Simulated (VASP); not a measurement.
Method: PBE GGA, VASP's PBE PAW potentials (set 64) (plane waves; VASP).

VASP input:

### INCAR
```
ALGO = Normal
EDIFF = 1E-7
EDIFFG = -0.01
ENCUT = 480
GGA = PE
IBRION = 2
ISIF = 3
ISMEAR = 1
LASPH = .TRUE.
LCHARG = .FALSE.
LMAXMIX = 6
LREAL = .FALSE.
LWAVE = .FALSE.
NELM = 100
NSW = 40
PREC = Accurate
PSTRESS = 10
SIGMA = 0.1
SYSTEM = Lu
```

### KPOINTS
```
Automatic mesh
0
Gamma
12 12 6
0 0 0
```

### POSCAR
```
Lu
1
    1.7482283294    -3.0280203803     0.0000000000
    1.7482283294     3.0280203803    -0.0000000000
    0.0000000000     0.0000000000     5.4331195742
Lu
2
Direct
  0.3333330000   0.6666670000   0.2500000000
  0.6666670000   0.3333330000   0.7500000000
```

POTCAR, in this order: Lu_3 (PBE.64 set). Program: vasp_std.

### Question
What will the output report for the number of irreducible k-points (NKPTS), number of bands (NBANDS), largest plane-wave count, number of space-group operations, FFT grid (NGX, NGY, NGZ)?

### Answer

```yaml
number of irreducible k-points (NKPTS): 76
number of bands (NBANDS): 13
largest_plane_wave_count: 1411
number_of_space_group_operations: 24
FFT grid (NGX, NGY, NGZ): 28 × 28 × 40
```

The compound is Lu in the hcp structure. It was relaxed first under an external pressure of 1 GPa.
